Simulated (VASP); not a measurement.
Level of theory: PBEsol GGA, VASP's PBE PAW potentials (set 64) (plane waves; VASP).

Input for VASP

INCAR:
```
NELM=100   # most electronic steps
PREC=Accurate
GGA=PS
LWAVE=.False.
ALGO=Normal   # blocked Davidson
LCHARG=.True.
ISIF=2
EDIFF=1E-7   # SCF stop (eV)
NEDOS=601
ISMEAR=-5
SYSTEM=AlN
LREAL=.False.   # projection in real space or not
LORBIT=11   # lm-projected
LASPH=.True.   # aspherical one-centre terms
ENCUT=520
```

**KPOINTS**
```
Automatic
0
G
12 12 12
0 0 0
```

**POSCAR**
```
AlN
3.0953820
  0.0000000000   0.7071068133   0.7071068133
  0.7071068133   0.0000000000   0.7071068133
  0.7071068133   0.7071068133   0.0000000000
Al N
1 1
direct
  0.0000000000   0.0000000000   0.0000000000
  0.2500000000   0.2500000000   0.2500000000
```

POTCAR, in this order: Al N (PBE.64 set). Program: vasp_std.

Output of the run:

**OUTCAR**
```
 ion  position               nearest neighbor table
   1  0.000  0.000  0.000-   2 1.90   2 1.90   2 1.90   2 1.90
   2  0.250  0.250  0.250-   1 1.90   1 1.90   1 1.90   1 1.90
  LATTYP: Found a face centered cubic cell.
 ALAT       =     4.3775314042
 Subroutine PRICEL returns:
 Original cell was already a primitive cell.
 Subroutine GETGRP returns: Found 24 space group operations
The static configuration has the point symmetry T_d .
The dynamic configuration has the point symmetry T_d .
 Subroutine INISYM returns: Found 24 space group operations
 Subroutine IBZKPT returns following result:
 Found     72 irreducible k-points:

 Following reciprocal coordinates:
            Coordinates               Weight
  0.000000  0.000000  0.000000      1.000000
  0.083333  0.000000  0.000000      8.000000
  0.166667  0.000000  0.000000      8.000000
  0.250000  0.000000  0.000000      8.000000
  0.333333  0.000000  0.000000      8.000000
  0.416667  0.000000  0.000000      8.000000
  0.500000  0.000000  0.000000      4.000000
  0.083333  0.083333  0.000000      6.000000
  0.166667  0.083333  0.000000     24.000000
  0.250000  0.083333  0.000000     24.000000
  0.333333  0.083333  0.000000     24.000000
  0.416667  0.083333  0.000000     24.000000
  0.500000  0.083333  0.000000     24.000000
 -0.416667  0.083333  0.000000     24.000000
 -0.333333  0.083333  0.000000     24.000000
 -0.250000  0.083333  0.000000     24.000000
 -0.166667  0.083333  0.000000     24.000000
 -0.083333  0.083333  0.000000     12.000000
  0.166667  0.166667  0.000000      6.000000
  0.250000  0.166667  0.000000     24.000000
  0.333333  0.166667  0.000000     24.000000
  0.416667  0.166667  0.000000     24.000000
  0.500000  0.166667  0.000000     24.000000
 -0.416667  0.166667  0.000000     24.000000
...
```

**OSZICAR**
```
       N       E                     dE             d eps       ncg     rms          rms(c)
DAV:   1     0.875931493165E+01    0.87593E+01   -0.41267E+03  1224   0.831E+02
DAV:   2    -0.173239643566E+02   -0.26083E+02   -0.25861E+02  1544   0.141E+02
DAV:   3    -0.178295216153E+02   -0.50556E+00   -0.50556E+00  1384   0.249E+01
DAV:   4    -0.178311100906E+02   -0.15885E-02   -0.15885E-02  1712   0.126E+00
DAV:   5    -0.178311125258E+02   -0.24352E-05   -0.24352E-05  1392   0.379E-02    0.826E+00
DAV:   6    -0.156578044560E+02    0.21733E+01   -0.12352E+01  1248   0.224E+01    0.293E+00
DAV:   7    -0.156292520022E+02    0.28552E-01   -0.93277E-02  1216   0.315E+00    0.196E+00
DAV:   8    -0.156115763289E+02    0.17676E-01   -0.19162E-02  1312   0.180E+00    0.393E-01
DAV:   9    -0.156113329340E+02    0.24339E-03   -0.68068E-04  1680   0.217E-01    0.204E-01
DAV:  10    -0.156113815396E+02   -0.48606E-04   -0.10042E-04  1216   0.890E-02    0.429E-02
DAV:  11    -0.156113804642E+02    0.10754E-05   -0.10866E-06  1400   0.112E-02    0.982E-03
DAV:  12    -0.156113805957E+02   -0.13146E-06   -0.10766E-07  1368   0.364E-03    0.369E-04
DAV:  13    -0.156113805998E+02   -0.40689E-08   -0.11105E-09   680   0.285E-04
   1 F= -.15611381E+02 E0= -.15611381E+02  d E =0.000000E+00
```

**OUTCAR**
```
------------------------ aborting loop because EDIFF is reached ----------------------------------------
  FORCE on cell =-STRESS in cart. coord.  units (eV):
  Direction    XX          YY          ZZ          XY          YZ          ZX
  --------------------------------------------------------------------------------------
  Total        0.0000674      0.0000674      0.0000674     -0.0000000     -0.0000000     -0.0000000
  in kB        0.0051491      0.0051491      0.0051491     -0.0000000     -0.0000000     -0.0000000
  external PRESSURE =       0.0051491 kB  Pullay stress =       0.0000000 kB
  volume of cell :       20.97
      direct lattice vectors                 reciprocal lattice vectors
     0.000000000  2.188765702  2.188765702    -0.228439252  0.228439252  0.228439252
     2.188765702  0.000000000  2.188765702     0.228439252 -0.228439252  0.228439252
     2.188765702  2.188765702  0.000000000     0.228439252  0.228439252 -0.228439252
  FREE ENERGIE OF THE ION-ELECTRON SYSTEM (eV)
  ---------------------------------------------------
  free  energy   TOTEN  =       -15.6113805998 eV

  energy  without entropy=      -15.6113805998  energy(sigma->0) =      -15.61138060

 total charge

# of ion       s       p       d       tot
------------------------------------------
    1        0.370   0.445   0.000   0.815
    2        1.218   2.620   0.000   3.838
--------------------------------------------------
tot          1.587   3.065   0.000   4.653
```
(Selected blocks of OUTCAR.)

The compound is AlN in the zinc blende structure, a metastable form; wurtzite is the usual one. It was relaxed first.
